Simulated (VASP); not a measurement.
# Quasiparticle energies of MgO (Periclase) in VASP, part 2 of 5

Wanted: how far GW moves the Kohn-Sham levels of MgO (Periclase). The cell is of the rock-salt type, one of the forms listed for this formula. The start is a cell from a database of measured crystal structures.

VASP 6.6.1, plane waves and PAW; the level of theory is named at each step.

So far, quasiparticle gap on the mesh (eV): step 3 (G0W0, functional PBE, start PBE) 7.11.

The database entry behind the starting cell differs from later determinations by our own check (about 0.1 % long), so it need not match the best structure at ambient conditions.

### Step 4. Orbitals for another starting point

This step: PBE; plane waves and PAW (Mg_GW, O_GW) (VASP 6.6.1).

A hybrid converges faster from good orbitals, so a cheap PBE run writes WAVECAR first.

Input file INCAR:

```
SYSTEM = MgO
PREC = Accurate
ENCUT = 440
EDIFF = 1E-05
NELM = 100
ISMEAR = 0
SIGMA = 0.01
LREAL = .FALSE.
ALGO = Normal
GGA = PE
NBANDS = 10
LORBIT = 11
LWAVE = .TRUE.
LCHARG = .FALSE.
KPAR = 8
```

Input file POSCAR:

```
MgO
1.0
    0.0000000000      2.1085000000      2.1085000000
    2.1085000000      0.0000000000      2.1085000000
    2.1085000000      2.1085000000      0.0000000000
Mg O
1 1
Direct
    0.0000000000      0.0000000000      0.0000000000
    0.5000000000      0.5000000000      0.5000000000
```

Input file KPOINTS:

```
Automatic mesh
0
Gamma
6 6 6
0 0 0
```

PAW data sets: Mg_GW and O_GW (PBE family, release 64).

Run with:

```console
mpirun -np 8 vasp_std
```

What it wrote:

```text
[banner, memory and clock lines left out]
running    8 mpi-ranks, on    1 nodes
 distrk:  each k-point on    1 cores,    8 groups
 distr:  one band on    1 cores,    1 groups

 POSCAR found type information on POSCAR MgO
 POSCAR found :  2 types and       2 ions
 [... a notice as in an earlier step ...]

 LDA part: xc-table for (Slater+PW92), standard interpolation
 POSCAR, INCAR and KPOINTS ok, starting setup
 FFT: planning ... GRIDC
 FFT: planning ... GRID_SOFT
 FFT: planning ... GRID
 WAVECAR not read
 entering main loop
       N       E                     dE             d eps       ncg     rms          rms(c)
DAV:   1     0.281779429434E+02    0.28178E+02   -0.50302E+03   360   0.699E+02
DAV:   2    -0.122855273432E+02   -0.40463E+02   -0.36880E+02   344   0.207E+02
DAV:   3    -0.134696794172E+02   -0.11842E+01   -0.11828E+01   422   0.319E+01
DAV:   4    -0.134751182651E+02   -0.54388E-02   -0.54383E-02   390   0.236E+00
DAV:   5    -0.134751725617E+02   -0.54297E-04   -0.54295E-04   394   0.190E-01    0.712E+00
DAV:   6    -0.119432344190E+02    0.15319E+01   -0.89718E+00   444   0.280E+01    0.233E+00
DAV:   7    -0.119257121794E+02    0.17522E-01   -0.52806E-02   372   0.332E+00    0.136E+00
DAV:   8    -0.119185488005E+02    0.71634E-02   -0.28915E-02   346   0.298E+00    0.178E-01
DAV:   9    -0.119184232053E+02    0.12560E-03   -0.21614E-03   454   0.570E-01    0.703E-02
DAV:  10    -0.119184853303E+02   -0.62125E-04   -0.37028E-04   348   0.218E-01    0.639E-03
DAV:  11    -0.119184855608E+02   -0.23059E-06   -0.39543E-06   244   0.220E-02
   1 F= -.11918486E+02 E0= -.11918486E+02  d E =-.249979E-71
 writing wavefunctions
```

Wall time 1.2 s (8 MPI ranks of Intel Xeon 6975P-C (Granite Rapids), shared host); peak memory 0.89 GiB.

From OUTCAR (step 4):

```text
The static configuration has the point symmetry O_h .

 Found     16 irreducible k-points:

   k-points           NKPTS =     16   k-points in BZ     NKDIM =     16   number of bands    NBANDS=     10

   NELECT =       8.0000    total number of electrons

 E-fermi :   3.2838

 k-point     1 :       0.0000    0.0000    0.0000
  band No.  band energies     occupation
      1     -14.0903      2.00000
      2       3.1591      2.00000
      3       3.1591      2.00000
      4       3.1591      2.00000
      5       7.8495      0.00000
      6      18.9458      0.00000
      7      18.9458      0.00000
      8      18.9458      0.00000
      9      22.8508      0.00000
    ...

 k-point     2 :       0.1667    0.0000    0.0000
  band No.  band energies     occupation
      1     -13.8077      2.00000
      2       1.6575      2.00000
      3       2.9893      2.00000
      4       2.9893      2.00000
      5       9.2746      0.00000
      6      16.6122      0.00000
      7      19.5075      0.00000
      8      19.5075      0.00000
      9      23.2799      0.00000
    ...

  Total       -0.0404348     -0.0404348     -0.0404348     -0.0000000      0.0000000     -0.0000000
  in kB       -3.4555291     -3.4555291     -3.4555291     -0.0000000      0.0000000     -0.0000000
  external PRESSURE =      -3.4555291 kB  Pullay stress =       0.0000000 kB

 POSITION                                       TOTAL-FORCE (eV/Angst)
 -----------------------------------------------------------------------------------
      0.00000      0.00000      0.00000        -0.000000      0.000000      0.000000
      2.10850      2.10850      2.10850         0.000000     -0.000000     -0.000000
 -----------------------------------------------------------------------------------
    total drift:                                0.000000      0.000000      0.000000

  FREE ENERGIE OF THE ION-ELECTRON SYSTEM (eV)
  ---------------------------------------------------
  free  energy   TOTEN  =       -11.9184855608 eV

  energy  without entropy=      -11.9184855608  energy(sigma->0) =      -11.91848556

 total charge
# of ion       s       p       d       tot
------------------------------------------
    1        0.145   0.178   0.079   0.402
    2        1.521   3.516   0.000   5.038
--------------------------------------------------
tot          1.667   3.695   0.079   5.440

[... 7 parts as in an earlier step ...]

[... 5 further parts left out ...]
```

This step gave:

| Quantity | Value |
| --- | --- |
| free energy (TOTEN) | -11.92 eV |
| Fermi energy | 3.284 eV |
| pressure | -0.3456 GPa |
| gap on the k-mesh | 4.690 eV |
| least direct gap on the k-mesh | 4.690 eV |

The run ends at a pressure of -0.35 GPa.

### Step 5. Another starting point, functional HSE with 0.08 exact exchange

This step: HSE with 0.08 exact exchange; plane waves and PAW (Mg_GW, O_GW) (VASP 6.6.1).

To see how much the result owes to its start, the ground state is made again with HSE with 0.08 exact exchange. A small SIGMA keeps every occupation at zero or full.

Input file INCAR:

```
SYSTEM = MgO
PREC = Accurate
ENCUT = 440
EDIFF = 1E-08
NELM = 100
ISMEAR = 0
SIGMA = 0.01
LREAL = .FALSE.
ALGO = Normal
LHFCALC = .TRUE.
AEXX = 0.08
GGA = PE
LASPH = .TRUE.
NBANDS = 10
PRECFOCK = Fast
LORBIT = 11
LWAVE = .TRUE.
LCHARG = .FALSE.
KPAR = 8
HFSCREEN = 0.2
```

POSCAR is that of step 4.

KPOINTS is that of step 4.

The run starts from files that an earlier step left in the folder.

Run with:

```console
mpirun -np 8 vasp_std
```

What it wrote:

```text
[banner, memory and clock lines left out]
running    8 mpi-ranks, on    1 nodes
 distrk:  each k-point on    1 cores,    8 groups
 distr:  one band on    1 cores,    1 groups

 POSCAR found type information on POSCAR MgO
 POSCAR found :  2 types and       2 ions
 [... a notice as in an earlier step ...]

 LDA part: xc-table for (Slater+PW92), standard interpolation
 found WAVECAR, reading the header
 POSCAR, INCAR and KPOINTS ok, starting setup
 FFT: planning ... GRIDC
 FFT: planning ... GRID_SOFT
 FFT: planning ... GRID
 reading WAVECAR
 the WAVECAR file was read successfully
 initial charge from wavefunction
 entering main loop
       N       E                     dE             d eps       ncg     rms          rms(c)
DAV:   1    -0.126586685782E+02   -0.12659E+02   -0.36127E-02   340   0.212E+00    0.104E-01
DAV:   2    -0.126586087644E+02    0.59814E-04   -0.27641E-04   438   0.144E-01    0.707E-02
DAV:   3    -0.126585674619E+02    0.41302E-04   -0.19533E-05   420   0.440E-02    0.438E-02
DAV:   4    -0.126585531165E+02    0.14345E-04   -0.45851E-06   410   0.390E-02    0.254E-02
DAV:   5    -0.126585483088E+02    0.48076E-05   -0.16399E-06   428   0.213E-02    0.149E-02
DAV:   6    -0.126585467155E+02    0.15934E-05   -0.61476E-07   424   0.120E-02    0.887E-03
DAV:   7    -0.126585461903E+02    0.52520E-06   -0.22968E-07   426   0.739E-03    0.529E-03
DAV:   8    -0.126585460080E+02    0.18222E-06   -0.85783E-08   400   0.451E-03    0.316E-03
DAV:   9    -0.126585459497E+02    0.58322E-07   -0.32773E-08   410   0.274E-03    0.190E-03
DAV:  10    -0.126585459285E+02    0.21179E-07   -0.12633E-08   336   0.167E-03    0.115E-03
DAV:  11    -0.126585459261E+02    0.24766E-08   -0.44803E-09   186   0.102E-03
   1 F= -.12658546E+02 E0= -.12658546E+02  d E =-.540945E-22
 writing wavefunctions
```

The job ended after 11 s (8 MPI ranks; peak memory 1.7 GiB; 74 s of CPU time).

OUTCAR, selected parts (step 5):

```text
   k-points           NKPTS =     16   k-points in BZ     NKDIM =    216   number of bands    NBANDS=     10

   NELECT =       8.0000    total number of electrons

  exchange ACFDT corr.  =         0.00000000  see jH, gK, PRB 81, 115126

 E-fermi :   2.8253

 k-point     1 :       0.0000    0.0000    0.0000
  band No.  band energies     occupation
      1     -14.9916      2.00000
      2       2.7606      2.00000
      3       2.7606      2.00000
      4       2.7606      2.00000
      5       7.9963      0.00000
      6      19.1756      0.00000
      7      19.1756      0.00000
      8      19.1756      0.00000
      9      23.0875      0.00000
    ...

 POSITION                                       TOTAL-FORCE (eV/Angst)
 -----------------------------------------------------------------------------------
      0.00000      0.00000      0.00000         0.000000      0.000000      0.000000
      2.10850      2.10850      2.10850        -0.000000     -0.000000     -0.000000
 -----------------------------------------------------------------------------------
    total drift:                                0.000081      0.000116      0.000116

  FREE ENERGIE OF THE ION-ELECTRON SYSTEM (eV)
  ---------------------------------------------------
  free  energy   TOTEN  =       -12.6585459261 eV

  energy  without entropy=      -12.6585459261  energy(sigma->0) =      -12.65854593

[... 7 parts as in an earlier step ...]

[... 9 further parts left out ...]
```

The PAW data sets were made with PBE, which is usual practice but a small mismatch for other functionals.

Numbers from this step:

```
free energy (TOTEN)            : -12.66 eV
Fermi energy                   : 2.825 eV
gap on the k-mesh              : 5.236 eV
least direct gap on the k-mesh : 5.236 eV
```

### Step 6. Empty bands, functional HSE with 0.08 exact exchange

ALGO = Exact makes the empty bands from the converged ground state in one step. LOPTICS writes the k-derivatives of the orbitals (WAVEDER), which give the long-wavelength limit of the screening.

Input file INCAR:

```
SYSTEM = MgO
PREC = Accurate
ENCUT = 440
ISMEAR = 0
SIGMA = 0.01
LREAL = .FALSE.
LHFCALC = .TRUE.
AEXX = 0.08
GGA = PE
LASPH = .TRUE.
NBANDS = 56
PRECFOCK = Fast
HFSCREEN = 0.2
ALGO = Exact
NELM = 1
LWAVE = .TRUE.
LCHARG = .FALSE.
LOPTICS = .TRUE.
NEDOS = 1000
CSHIFT = 0.1
```

POSCAR is that of step 5.

KPOINTS is that of step 5.

The WAVECAR or CHGCAR of an earlier step is read.

Run with:

```console
mpirun -np 8 vasp_std
```

What it wrote:

```text
[banner, memory and clock lines left out]
running    8 mpi-ranks, on    1 nodes
[...]
[... a notice as in an earlier step ...]

 LDA part: xc-table for (Slater+PW92), standard interpolation
 found WAVECAR, reading the header
  number of bands has changed, file:    10 present:    56
  trying to continue reading WAVECAR, but it might fail
 POSCAR, INCAR and KPOINTS ok, starting setup
[...]
reading WAVECAR
 random initialization beyond band           10
 the WAVECAR file was read successfully
 initial charge from wavefunction
 entering main loop
       N       E                     dE             d eps       ncg     rms          rms(c)
DIA:   1    -0.126585459199E+02   -0.12659E+02    0.00000E+00     0   0.000E+00
   1 F= -.12658546E+02 E0= -.12658546E+02  d E =-.331979E-13
 writing wavefunctions
 optical routines
 imaginary and real dielectric function
 recalculating local potential from charge density
 direction            1
 direction            2
 direction            3
```

Elapsed: 62 s, on 8 MPI ranks; peak memory 1.8 GiB.

OUTCAR, selected parts (step 6):

```text
 POSITION                                       TOTAL-FORCE (eV/Angst)
 -----------------------------------------------------------------------------------
      0.00000      0.00000      0.00000        -0.000000      0.000000     -0.000000
      2.10850      2.10850      2.10850         0.000000     -0.000000      0.000000
 -----------------------------------------------------------------------------------
    total drift:                                0.000011      0.000016      0.000017

  FREE ENERGIE OF THE ION-ELECTRON SYSTEM (eV)
  ---------------------------------------------------
  free  energy   TOTEN  =       -12.6585459199 eV

  energy  without entropy=      -12.6585459199  energy(sigma->0) =      -12.65854592

[... 2 parts as in an earlier step ...]

[... 1 further part left out ...]
[key lines of the parts left out:]
E-fermi :   2.8072
```

### Step 7. G0W0, functional HSE with 0.08 exact exchange, start HSE with 0.08 exact exchange

This step: G0W0 on HSE with 0.08 exact exchange; plane waves and PAW (Mg_GW, O_GW) (VASP 6.6.1).

One pass of GW corrects the levels to first order, with G and W from the starting orbitals.

Input file INCAR:

```
SYSTEM = MgO
PREC = Accurate
ENCUT = 440
ISMEAR = 0
SIGMA = 0.01
LREAL = .FALSE.
LHFCALC = .TRUE.
AEXX = 0.08
GGA = PE
LASPH = .TRUE.
NBANDS = 56
PRECFOCK = Fast
HFSCREEN = 0.2
ALGO = EVGW0
NELMGW = 1
ENCUTGW = 120
NOMEGA = 64
NBANDSGW = 16
LWAVE = .FALSE.
LCHARG = .FALSE.
```

POSCAR is that of step 6.

KPOINTS is that of step 6.

The run starts from files that an earlier step left in the folder.

Run with:

```console
mpirun -np 8 vasp_std
```

What it wrote:

```text
[banner, memory and clock lines left out]
running    8 mpi-ranks, on    1 nodes
[...]
[... a notice as in an earlier step ...]

 [... a notice as in an earlier step ...]

 LDA part: xc-table for (Slater+PW92), standard interpolation
 found WAVECAR, reading the header
 POSCAR, INCAR and KPOINTS ok, starting setup
[...]
reading WAVECAR
 the WAVECAR file was read successfully
 initial charge from wavefunction
 available memory per node:     31.99 GB, setting MAXMEM to     32757

 The Fermi energy was updated, please check that it is located mid-gap
 values below the HOMO (VB) or above the LUMO (CB) will cause erroneous energies
 E-fermi :   5.3786

 calculate exact exchange contribution
 the WAVEDER file was read successfully
energies w=
    0.000    0.000    0.619    0.000    1.236    0.000    1.851    0.000
    2.461    0.000    3.066    0.000    3.665    0.000    4.258    0.000
    4.842    0.000    5.419    0.000    5.988    0.000    6.549    0.000
[...]
total number of BLAS operations         87.11 Gflops
NQ=  12   -0.3333    0.3333    0.0000,
|.........|.........|.........|.........|.........|.........|.........|.........
 performed       3773000 updates of chi_q(r,r)
 total number of BLAS operations         94.48 Gflops
NQ=  13    0.5000    0.5000    0.0000,
|.........|.........|.........|.........|.........|.........|.........|.........
 performed       3945000 updates of chi_q(r,r)
 total number of BLAS operations        100.13 Gflops
NQ=  14    0.5000    0.3333    0.1667,
|.........|.........|.........|.........|.........|.........|.........|.........
 performed       4382000 updates of chi_q(r,r)
 total number of BLAS operations        111.10 Gflops
NQ=  15   -0.3333    0.3333    0.1667,
|.........|.........|.........|.........|.........|.........|.........|.........
 performed       4772000 updates of chi_q(r,r)
 total number of BLAS operations        120.91 Gflops
NQ=  16   -0.3333    0.5000    0.1667,
|.........|.........|.........|.........|.........|.........|.........|.........
 performed       5112000 updates of chi_q(r,r)
 total number of BLAS operations        128.86 Gflops
 resolving degeneracies of screened two electron integrals

 calculate QP shifts <psi_nk| G(iteration)W_0 |psi_nk>: iteration 1
 entering main loop
```

Elapsed: 13 s, on 8 MPI ranks; peak memory 1.8 GiB.

From OUTCAR (step 7):

```text
 QP shifts <psi_nk| G(iteration)W_0 |psi_nk>: iteration 1
 for sc-GW calculations column KS-energies equals QP-energies in previous step
 and V_xc(KS)=  KS-energies - (<T + V_ion + V_H > + <T+V_H+V_ion>^1  + <V_x>^1)
 k-point   1 :       0.0000    0.0000    0.0000
  band No.  KS-energies  QP-energies   sigma(KS)   V_xc(KS)     V^pw_x(r,r')   Z            occupation Imag(sigma)
      1     -14.9915     -16.5404     -21.3212     -19.0838     -29.9490       0.6923       2.0000       1.0577
      2       2.7607       1.8127     -21.2975     -20.1096     -25.2169       0.7981       2.0000       0.0684
      3       2.7607       1.8127     -21.2975     -20.1096     -25.2169       0.7981       2.0000       0.0684
      4       2.7607       1.8127     -21.2975     -20.1096     -25.2169       0.7981       2.0000       0.0684
      5       7.9965       9.2014     -10.5375     -11.9590      -7.3170       0.8477       0.0000      -0.0488
      6      19.1757      20.3708      -7.3657      -8.7890      -3.0594       0.8396       0.0000      -0.0862
      7      19.1757      20.3708      -7.3657      -8.7890      -3.0594       0.8396       0.0000      -0.0862
      8      19.1757      20.3708      -7.3657      -8.7890      -3.0594       0.8396       0.0000      -0.0862
    ...

[... 2 parts as in an earlier step ...]

[... 1 further part left out ...]
[key lines of the parts left out:]
E-fermi :   5.3786
```

GW takes the gap from 5.236 to 7.389 eV. That is +277 meV against G0W0 on PBE. The value holds for 56 bands, ENCUTGW = 120 eV and this mesh, and isn't shown to be converged in them.

### Step 8. Another starting point, functional HSE with 0.16 exact exchange

This step: HSE with 0.16 exact exchange; plane waves and PAW (Mg_GW, O_GW) (VASP 6.6.1).

To see how much the result owes to its start, the ground state is made again with HSE with 0.16 exact exchange. A small SIGMA keeps every occupation at zero or full.

Input file INCAR:

```
SYSTEM = MgO
PREC = Accurate
ENCUT = 440
EDIFF = 1E-08
NELM = 100
ISMEAR = 0
SIGMA = 0.01
LREAL = .FALSE.
ALGO = Normal
LHFCALC = .TRUE.
AEXX = 0.16
GGA = PE
LASPH = .TRUE.
NBANDS = 10
PRECFOCK = Fast
LORBIT = 11
LWAVE = .TRUE.
LCHARG = .FALSE.
KPAR = 8
HFSCREEN = 0.2
```

POSCAR is that of step 7.

KPOINTS is that of step 7.

Run with:

```console
mpirun -np 8 vasp_std
```

What it wrote:

```text
[... set-up lines as in an earlier step ...]
 entering main loop
       N       E                     dE             d eps       ncg     rms          rms(c)
DAV:   1    -0.134056117376E+02   -0.13406E+02   -0.13937E-01   340   0.427E+00    0.204E-01
DAV:   2    -0.134057334709E+02   -0.12173E-03   -0.82329E-04   430   0.281E-01    0.140E-01
DAV:   3    -0.134055373970E+02    0.19607E-03   -0.12742E-04   402   0.789E-02    0.884E-02
DAV:   4    -0.134054722301E+02    0.65167E-04   -0.22601E-05   426   0.835E-02    0.517E-02
[...]
DAV:  11    -0.134054398198E+02    0.25404E-07   -0.18462E-08   344   0.209E-03    0.131E-03
DAV:  12    -0.134054398096E+02    0.10223E-07   -0.64900E-09   206   0.127E-03    0.790E-04
DAV:  13    -0.134054398068E+02    0.27928E-08   -0.35668E-09   180   0.794E-04
   1 F= -.13405440E+02 E0= -.13405440E+02  d E =-.556421E-21
 writing wavefunctions
```

Run time: 12 s. Hardware: 8 MPI ranks; peak memory 1.7 GiB; 84 s of CPU time.

Parts of OUTCAR (step 8):

```text
 POSITION                                       TOTAL-FORCE (eV/Angst)
 -----------------------------------------------------------------------------------
      0.00000      0.00000      0.00000        -0.000000      0.000000      0.000000
      2.10850      2.10850      2.10850         0.000000      0.000000     -0.000000
 -----------------------------------------------------------------------------------
    total drift:                               -0.000061     -0.000082     -0.000083

  FREE ENERGIE OF THE ION-ELECTRON SYSTEM (eV)
  ---------------------------------------------------
  free  energy   TOTEN  =       -13.4054398068 eV

  energy  without entropy=      -13.4054398068  energy(sigma->0) =      -13.40543981

[... 2 parts as in an earlier step ...]

[... 1 further part left out ...]
[key lines of the parts left out:]
E-fermi :   2.4195
```

(Continued in part 3 of 5.)

[Lines on the potential files, build, host, timing and source positions are cut from VASP's logs without a mark.]

[Logs are printed without paths, hosts, clocks, repeated set-up lines and the standing remarks that a program may print on its own settings, such as how far it seeks lower states.]

[Hosts, paths, dates, database ids (printed as entryN), source tags and the programs' standing remarks are cut or masked in the printed files.]

[Pressures printed for these runs are not shown converged in the cutoff: they can be off by several GPa and have the wrong sign.]
